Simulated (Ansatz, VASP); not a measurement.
## ZnS in two plane-wave programs

One calculation is typed for both programs; each brings its own data sets. How far apart do they land? The cell is taken from a series of runs on this material, whose earlier steps may have relaxed, scaled, displaced or heated it; both programs get it as it stands.

Method: plane waves, with VASP 6.6.1 beside it; single point at LDA, in Ansatz 0.2.0.

### 1. Set-up

The structure is cubic, space group F-43m (No. 216). Conventional cell: a = 5.225 Å, b = 5.225 Å, c = 5.225 Å, α = 90.00°, β = 90.00°, γ = 90.00°. Nearest to S lie 4 Zn at 2.26 Å. Nearest to Zn lie 4 S at 2.26 Å. Farther neighbours and most contacts between anions are not listed.

Structure file:

```xyz
2
Lattice="0.0000 2.6126 2.6126 2.6126 0.0000 2.6126 2.6126 2.6126 0.0000" Properties=species:S:1:pos:R:3 pbc="T T T"
S     0.0000    0.0000    0.0000
Zn    3.9188    3.9188    3.9188
```

### 2. VASP: single point, LDA, pair 1

A single point gives forces, pressure and levels at one fixed geometry, so differences don't come from the geometry; what else differs is listed under the comparison.

Lines of VASP's logs that name or quote its potential files are left out, and so is its time.

Contents of INCAR:

```
SYSTEM = ZnS
PREC = Accurate
ENCUT = 500
EDIFF = 1E-06
NELM = 120
ISMEAR = 0
SIGMA = 0.01
LREAL = .FALSE.
ALGO = Normal
GGA = PW92
NBANDS = 15
LORBIT = 11
LWAVE = .FALSE.
LCHARG = .FALSE.
ISIF = 2
LASPH = .TRUE.
GGA_COMPAT = .FALSE.
EFERMI = MIDGAP
```

Contents of POSCAR:

```
ZnS
1.0
    0.0000000000      2.6125647482      2.6125647482
    2.6125647482      0.0000000000      2.6125647482
    2.6125647482      2.6125647482      0.0000000000
S Zn
1 1
Direct
    0.0000000000      0.0000000000      0.0000000000
    0.7500000000      0.7500000000      0.7500000000
```

Contents of KPOINTS:

```
Automatic mesh
0
Gamma
12 12 12
0 0 0
```

PAW data sets: S and Zn (LDA family, release 64).

Run with:

```bash
$ mpirun -np 1 vasp_std
```

Numbers of over 12 decimals in the logs are rounded to 6 here.

Output:

```text
[banner, memory and clock lines left out]
running    1 mpi-ranks, on    1 nodes
 distrk:  each k-point on    1 cores,    1 groups
 distr:  one band on    1 cores,    1 groups

 POSCAR found type information on POSCAR S Zn
 POSCAR found :  2 types and       2 ions
|                                                                             |
|               ----> ADVICE to this user running VASP <----                  |
|                                                                             |
|     You enforced a specific xc type in the INCAR file but a different       |
|     [... a line on the potential file left out ...]
|     I HOPE YOU KNOW WHAT YOU ARE DOING!                                     |
|                                                                             |

 LDA part: xc-table for (Slater(with rela. corr.)+PW92), standard interpolation
 POSCAR, INCAR and KPOINTS ok, starting setup
 FFT: planning ... GRIDC
 FFT: planning ... GRID_SOFT
 FFT: planning ... GRID
 WAVECAR not read
 entering main loop
       N       E                     dE             d eps       ncg     rms          rms(c)
DAV:   1     0.794205545550E+02    0.79421E+02   -0.84973E+03  2160   0.142E+03
DAV:   2    -0.369879545338E+01   -0.83119E+02   -0.77696E+02  2461   0.262E+02
DAV:   3    -0.858879596963E+01   -0.48900E+01   -0.48679E+01  2692   0.617E+01
DAV:   4    -0.863772174600E+01   -0.48926E-01   -0.48910E-01  2524   0.650E+00
DAV:   5    -0.863827333380E+01   -0.55159E-03   -0.55158E-03  2776   0.664E-01    0.830E+00
DAV:   6    -0.822550298589E+01    0.41277E+00   -0.82458E-01  3256   0.348E+01    0.629E+00
DAV:   7    -0.819311294487E+01    0.32390E-01   -0.27181E-01  2608   0.575E+00    0.297E+00
DAV:   8    -0.818680426977E+01    0.63087E-02   -0.65245E-03  3258   0.159E+00    0.691E-01
DAV:   9    -0.818618594882E+01    0.61832E-03   -0.14451E-03  2447   0.289E-01    0.748E-02
DAV:  10    -0.818619849401E+01   -0.12545E-04   -0.10164E-04  2706   0.970E-02    0.447E-02
DAV:  11    -0.818619707602E+01    0.14180E-05   -0.12033E-05  3317   0.782E-02    0.139E-02
DAV:  12    -0.818619704587E+01    0.30150E-07   -0.11803E-06  1668   0.204E-02
   1 F= -.81861970E+01 E0= -.81861970E+01  d E =0.000000E+00
```

OUTCAR, selected parts (step 2):

```text
ion  position               nearest neighbor table
   1  0.000  0.000  0.000-   2 2.26   2 2.26   2 2.26   2 2.26
   2  0.750  0.750  0.750-   1 2.26   1 2.26   1 2.26   1 2.26

  LATTYP: Found a face centered cubic cell.
 ALAT       =     5.2251294964

 Subroutine GETGRP returns: Found 24 space group operations
 (whereof 24 operations were pure point group operations)

The static configuration has the point symmetry T_d .

 Found     72 irreducible k-points:

   k-points           NKPTS =     72   k-points in BZ     NKDIM =     72   number of bands    NBANDS=     15

   dimension x,y,z NGX =    28 NGY =   28 NGZ =   28
   dimension x,y,z NGXF=    56 NGYF=   56 NGZF=   56

   ENCUT  =  500.0 eV  36.75 Ry    6.06 a.u.   6.74  6.74  6.74*2*pi/ulx,y,z

   NELECT =      18.0000    total number of electrons

 k-points in reciprocal lattice and weights: Automatic mesh
   0.00000000  0.00000000  0.00000000       0.001
   0.08333333  0.00000000  0.00000000       0.005
   0.16666667  0.00000000  0.00000000       0.005
   0.25000000  0.00000000  0.00000000       0.005
   0.33333333  0.00000000  0.00000000       0.005
   0.41666667  0.00000000  0.00000000       0.005
   0.50000000  0.00000000  0.00000000       0.002
   0.08333333  0.08333333  0.00000000       0.003
   0.16666667  0.08333333  0.00000000       0.014
[...]
-0.33333333  0.50000000  0.16666667       0.007
  -0.25000000  0.50000000  0.25000000       0.003

 average (electrostatic) potential at core
       1 -88.4388       2 -36.7638

 E-fermi :   4.1157

 k-point     1 :       0.0000    0.0000    0.0000
  band No.  band energies     occupation
    ...
      5      -3.4162      2.00000
      6      -3.4162      2.00000
      7       2.9399      2.00000
      8       2.9399      2.00000
      9       2.9399      2.00000
     10       5.2914      0.00000
     11       9.1116      0.00000
     12       9.1116      0.00000
     13       9.1116      0.00000
     14      14.8144      0.00000
    ...

 k-point     2 :       0.0833    0.0000    0.0000
  band No.  band energies     occupation
    ...
      5      -3.4176      2.00000
      6      -3.4176      2.00000
      7       2.2956      2.00000
      8       2.8557      2.00000
      9       2.8557      2.00000
     10       5.7694      0.00000
     11       9.0637      0.00000
     12       9.2524      0.00000
     13       9.2524      0.00000
     14      14.4201      0.00000
    ...

 k-point     3 :       0.1667    0.0000    0.0000
  band No.  band energies     occupation
    ...
      5      -3.4192      2.00000
      6      -3.4192      2.00000
      7       1.0769      2.00000
      8       2.6408      2.00000
      9       2.6408      2.00000
     10       6.3704      0.00000
     11       9.2318      0.00000
     12       9.5714      0.00000
     13       9.5714      0.00000
     14      13.9107      0.00000
    ...

  Total        0.9022253      0.9022253      0.9022253      0.0000000      0.0000000      0.0000000
  in kB       40.5316625     40.5316625     40.5316625      0.0000000      0.0000000      0.0000000
  external PRESSURE =      40.5316625 kB  Pullay stress =       0.0000000 kB

  energy-cutoff  :      500.00
  volume of cell :       35.66
      direct lattice vectors                 reciprocal lattice vectors
     0.000000000  2.612564748  2.612564748    -0.191382817  0.191382817  0.191382817
     2.612564748  0.000000000  2.612564748     0.191382817 -0.191382817  0.191382817
     2.612564748  2.612564748  0.000000000     0.191382817  0.191382817 -0.191382817

 POSITION                                       TOTAL-FORCE (eV/Angst)
 -----------------------------------------------------------------------------------
      0.00000      0.00000      0.00000         0.000000     -0.000000      0.000000
      3.91885      3.91885      3.91885        -0.000000      0.000000     -0.000000
 -----------------------------------------------------------------------------------
    total drift:                                0.000001      0.000001      0.000001

  FREE ENERGIE OF THE ION-ELECTRON SYSTEM (eV)
  ---------------------------------------------------
  free  energy   TOTEN  =        -8.1861970459 eV

  energy  without entropy=       -8.1861970459  energy(sigma->0) =       -8.18619705

 total charge
# of ion       s       p       d       tot
------------------------------------------
    1        1.311   2.468   0.000   3.779
    2        0.564   0.581   9.811  10.956
--------------------------------------------------
tot          1.875   3.049   9.811  14.735

[... 3 further parts left out ...]
```

The run ends at a pressure of 4.05 GPa.

### 3. Ansatz: single point, LDA, pair 1

Ansatz runs on its PAW soft_1 files.

The same cell, functional (in two slightly different forms) and mesh now go to Ansatz, which takes its cutoff from its data sets.

Contents of input.yaml:

```yaml
crystal:
  lattice:
    - [0.0, 2.6125647482, 2.6125647482]
    - [2.6125647482, 0.0, 2.6125647482]
    - [2.6125647482, 2.6125647482, 0.0]
  atoms:
    - { symbol: S, position: [0.0, 0.0, 0.0] }
    - { symbol: Zn, position: [0.75, 0.75, 0.75] }
kpoints:
  mp_grid: { grid: [12, 12, 12] }
hamiltonian:
  xc: lda
  pseudopotentials: { kind: paw, azcp: { folder: soft_1 }, xc_functional: pbe }
scf:
  occupations: { method: fixed }
output:
  forces: true
  stress: true
  eigenvalues: true
```

Run with:

```bash
$ ansatz run input.yaml --threads 4 --pin off --max-ram 10240MiB --backend cpu --events-out ev --progress --plain --runs-dir out
```

Output:

```text
Engine: ansatz 0.2.0, x86_64-unknown-linux-gnu
Pseudopotentials: kind: paw
Pseudopotential: S, paw, valence charge 6, recommended cutoff 420 eV (normal), soft_1/S.paw.azcp
Pseudopotential: Zn, paw, valence charge 12, recommended cutoff 420 eV (normal), soft_1/Zn.paw.azcp
Functional definition: SPW92
  exchange = slater_x
  correlation = pw_c
Crystal: 2 atoms, lattice volume = 35.664 Å³
Basis set: ecut = 420 eV, 725 PW (Γ)
Bands: 13, of which v1, the nominal top of the filled ones, is band 9 counted from 1 (8 counted from 0)
Symmetry: 24 space group operations
Space group: F-43m (ITA 216), of the structure as read, at distance tolerance 3.3e-5 Å
k-points: 72 of 1728 (time reversal used)
Non-local potential: S, projectors of the file, l = 0: 2, l = 1: 2, l = 2: 1
Non-local potential: Zn, projectors of the file, l = 0: 2, l = 1: 2, l = 2: 3, l = 3: 1
PAW form: soft (Blöchl's): semilocal exchange-correlation on the pseudo side does not see the compensation charge
PAW frozen core: S, regenerated for the run's functional, and the local potential with it (the file was generated under x = pbe(κ = 0.804, μ = 0.219515), c = pbe(β = 0.066725))
PAW frozen core: Zn, regenerated for the run's functional, and the local potential with it (the file was generated under x = pbe(κ = 0.804, μ = 0.219515), c = pbe(β = 0.066725))
PAW one-centre angular grid: S, 110 points (default); XC on 64 Gauss nodes
PAW one-centre angular grid: Zn, 590 points (default); XC on 64 Gauss nodes
Initial density: superposition of atomic densities (chi_scale 0.1, normalization cell, long waves kept (reshape's long-wave potential 0.00 eV rms))
Initial wavefunctions: pseudopotential atomic-orbital guess
Functional: x = slater, c = lda
SCF iter   1: F=—  HF=-4117.531711 eV  |F-HF|=—  |Δ(HF+E_count)|=         —  Δρ=3.84e-2  dr2=3.43e-1  ethr=3.10e-3  ⟨swp⟩=5.2  Hψ=5624  notcnv=0  defer=131
preconditioner: auto → none  [insulator: Δε(μ)=2.576 eV  Ē_g=12.984 eV  n_scr=14 (ndim 8)  ℏωp=26.4 eV  f_vac=0.000  ε∞_Penn≈5.1]
SCF iter   2: F=—  HF=-4117.440296 eV  |F-HF|=—  |Δ(HF+E_count)|=   9.14e-2  Δρ=1.49e-2  dr2=4.00e-2  ethr=1.90e-3  ⟨swp⟩=2.9  Hψ=2228  notcnv=0  defer=133
SCF iter   3: F=—  HF=-4117.430687 eV  |F-HF|=—  |Δ(HF+E_count)|=   9.61e-3  Δρ=1.00e-2  dr2=1.75e-2  ethr=2.22e-4  ⟨swp⟩=2.0  Hψ=1662  notcnv=0  defer=138
SCF iter   4: F=—  HF=-4117.425640 eV  |F-HF|=—  |Δ(HF+E_count)|=   5.05e-3  Δρ=2.52e-3  dr2=1.42e-3  ethr=9.72e-5  ⟨swp⟩=2.0  Hψ=2238  notcnv=0  defer=138
SCF iter   5: F=—  HF=-4117.425425 eV  |F-HF|=—  |Δ(HF+E_count)|=   2.14e-4  Δρ=6.34e-4  dr2=8.17e-5  ethr=7.90e-6  ⟨swp⟩=2.0  Hψ=1625  notcnv=0  defer=138
SCF iter   6: F=—  HF=-4117.425435 eV  |F-HF|=—  |Δ(HF+E_count)|=   9.64e-6  Δρ=1.60e-4  dr2=4.10e-6  ethr=4.54e-7  ⟨swp⟩=2.3  Hψ=1557  notcnv=0  defer=3
SCF iter   7: F=—  HF=-4117.425434 eV  |F-HF|=—  |Δ(HF+E_count)|=   1.09e-6  Δρ=2.57e-5  dr2=1.04e-7  ethr=2.28e-8  ⟨swp⟩=2.0  Hψ=1435  notcnv=0  defer=5
SCF iter   8: F=-4117.425434 eV  HF=-4117.425434 eV  |F-HF|=3.61e-9  |Δ(HF+E_count)|=   7.68e-8  Δρ=3.31e-6  dr2=1.86e-9  ethr=5.56e-10  ⟨swp⟩=7.5  Hψ=5984  notcnv=0
SCF 1 converged in 8 iterations: F = -4117.425434 eV  dr2 = 1.86e-9
  greatest PAW one-centre occupation: 0.983 electrons in one spin orbital (limit 2), on the Zn atom at site 1 (counted from 0), in its partial waves of l = 2
SCF converged after 8 iterations
Free energy (F): -4117.425434 eV
Harris-Foulkes:  -4117.425434 eV  (|F-HF|=3.61e-9)
Internal energy: -4117.425434 eV  (E = F + TS)
E sigma→0 (E₀):  -4117.425434 eV
Fermi energy:    6.878499 eV
--- Per-component energies (eV) ---
  E_band       = 15.943956
  E_kinetic    = 257.354574
  E_local      = -2206.358423  (includes V_loc(G=0)·N_el)
  E_nonlocal   = 857.294735
  E_hartree    = 838.228246
  E_xc         = -167.504095
  E_vxc        = -136.563955  (∫ρ·V_xc dr)
  E_paw        = -2401.864650  (= ΣΔE_a)
  E_vpaw       = -432.236938  (= ΣTr[D̂ρ^β])
  E_aug_tail   = -0.000258  (compensation charges beyond the density's cutoff)
  E_ewald      = -1296.285902
  E_core_change = 1.710341  (= ΣΔE_core)
  E_smearing   = -0.000000  (= −TS)
  E_closure    = 0.000000  (closes the sum)
  Σ components = -4117.425434   (vs F -4117.425434, Δ=0.00e0)
--- Forces (eV/Å), atoms counted from 1 ---
  atom   1  S     -0.00000000     0.00000000    -0.00000000
  atom   2  Zn     0.00000000    -0.00000000    -0.00000000
  max |Σ_I F_I| component: 1.85e-17 eV/Å
--- Stress (GPa, compression-positive) ---
        3.858721       0.000000       0.000000
       -0.000000       3.858721       0.000000
       -0.000000       0.000000       3.858721
  P = ⅓ Tr σ = 3.8587 GPa (38.587 kbar)
--- Band table (eV; the first three rows and the last of 72) ---
  k-point 0: bands = [... 5 lower, 0.5403, 6.8785, 6.8785, 6.8785, 9.1832, 13.0032, 13.0032, 13.0032]
  k-point 1: bands = [... 5 lower, 0.5390, 6.2313, 6.7942, 6.7942, 9.6645, 12.9556, 13.1432, 13.1432]
  k-point 2: bands = [... 5 lower, 0.5373, 5.0124, 6.5789, 6.5789, 10.2675, 13.1224, 13.4600, 13.4600]
  k-point 71: bands = [... 5 lower, 1.0644, 1.6910, 3.5449, 3.6965, 12.3674, 13.1998, 14.7397, 14.8120]
```

The run ends at a pressure of 3.86 GPa.

### 4. Side by side

Known differences besides the potentials themselves: fixed occupations in Ansatz, narrow Gaussian smearing in VASP; the cutoff is 420 eV in Ansatz and 500 eV in VASP; VASP's log shows a relativistic correction to its local exchange, Ansatz's none. Total energies have different zeros and are not compared.

The two programs side by side:

```csv
quantity,Ansatz,VASP,difference
pressure (GPa),3.86,4.05,-0.19
gap on the k mesh (eV),2.305,2.352,-0.047
```

A gap on the mesh is an upper bound, since the band edges may lie between its points.

### 5. Ansatz: single point, LDA, pair 2

A single point gives forces, pressure and levels at one fixed geometry, so differences don't come from the geometry; what else differs is listed under the comparison. The cell compared in this pair holds 34.92 Å³, against 35.66 Å³ for the pair before.

The cell is taken from a series of runs on this material, whose earlier steps may have relaxed, scaled, displaced or heated it; both programs get it as it stands.

input.yaml, the sections that differ from step 3:

```yaml
crystal:
  lattice:
    - [0.0, 2.5942944669, 2.5942944669]
    - [2.5942944669, 0.0, 2.5942944669]
    - [2.5942944669, 2.5942944669, 0.0]
  atoms:
    - { symbol: S, position: [0.0, 0.0, 0.0] }
    - { symbol: Zn, position: [0.75, 0.75, 0.75] }
# kpoints, hamiltonian, scf, output: as in step 3
```

Output:

```text
[...]
Crystal: 2 atoms, lattice volume = 34.921 Å³
Basis set: ecut = 420 eV, 701 PW (Γ)
Bands: 13, of which v1, the nominal top of the filled ones, is band 9 counted from 1 (8 counted from 0)
Symmetry: 24 space group operations
[...]
k-points: 72 of 1728 (time reversal used)
[...]
P = ⅓ Tr σ = 6.1319 GPa (61.319 kbar)
--- Band table (eV; the first three rows and the last of 72) ---
  k-point 0: bands = [... 5 lower, 0.7666, 7.1884, 7.1884, 7.1884, 9.5901, 13.2871, 13.2871, 13.2871]
  k-point 1: bands = [... 5 lower, 0.7652, 6.5352, 7.1008, 7.1008, 10.0678, 13.2482, 13.4311, 13.4311]
  k-point 2: bands = [... 5 lower, 0.7634, 5.2946, 6.8776, 6.8776, 10.6563, 13.4467, 13.7560, 13.7560]
  k-point 71: bands = [... 5 lower, 1.3176, 1.8902, 3.7344, 3.9160, 12.6676, 13.5965, 15.0872, 15.1059]
[key lines of the parts left out:]
SCF converged after 8 iterations
Free energy (F): -4117.402379 eV
Fermi energy:    7.188439 eV
```

The run ends at a pressure of 6.13 GPa.

### 6. VASP: single point, LDA, pair 2

The same cell, functional (in two slightly different forms) and mesh now go to VASP, with its own data sets.

INCAR is that of step 2.

Contents of POSCAR:

```
ZnS
1.0
    0.0000000000      2.5942944669      2.5942944669
    2.5942944669      0.0000000000      2.5942944669
    2.5942944669      2.5942944669      0.0000000000
S Zn
1 1
Direct
    0.0000000000      0.0000000000      0.0000000000
    0.7500000000      0.7500000000      0.7500000000
```

KPOINTS is that of step 2.

Run with:

```bash
$ mpirun -np 1 vasp_std
```

Output:

```text
[banner, memory and clock lines left out]
running    1 mpi-ranks, on    1 nodes
[...]
[... a notice as in an earlier step ...]

 LDA part: xc-table for (Slater(with rela. corr.)+PW92), standard interpolation
 POSCAR, INCAR and KPOINTS ok, starting setup
[...]
entering main loop
       N       E                     dE             d eps       ncg     rms          rms(c)
DAV:   1     0.831290081243E+02    0.83129E+02   -0.85092E+03  2160   0.144E+03
DAV:   2    -0.333315344074E+01   -0.86462E+02   -0.80818E+02  2419   0.271E+02
DAV:   3    -0.856770337442E+01   -0.52345E+01   -0.52077E+01  2643   0.642E+01
DAV:   4    -0.862153272475E+01   -0.53829E-01   -0.53813E-01  2664   0.677E+00
[...]
DAV:  10    -0.816181735553E+01   -0.10325E-04   -0.10961E-04  2741   0.999E-02    0.543E-02
DAV:  11    -0.816181748391E+01   -0.12838E-06   -0.11829E-05  3268   0.778E-02    0.226E-02
DAV:  12    -0.816181721661E+01    0.26730E-06   -0.13514E-06  1648   0.240E-02
   1 F= -.81618172E+01 E0= -.81618172E+01  d E =0.000000E+00
```

[end of part 1 of 2]

[Lines on the potential files, build, host, timing and source positions are cut from VASP's logs without a mark.]

[Logs are printed without paths, hosts, clocks, repeated set-up lines and the standing remarks that a program may print on its own settings, such as how far it seeks lower states.]

[Hosts, paths, dates, database ids (printed as entryN), source tags and the programs' standing remarks are cut or masked in the printed files.]
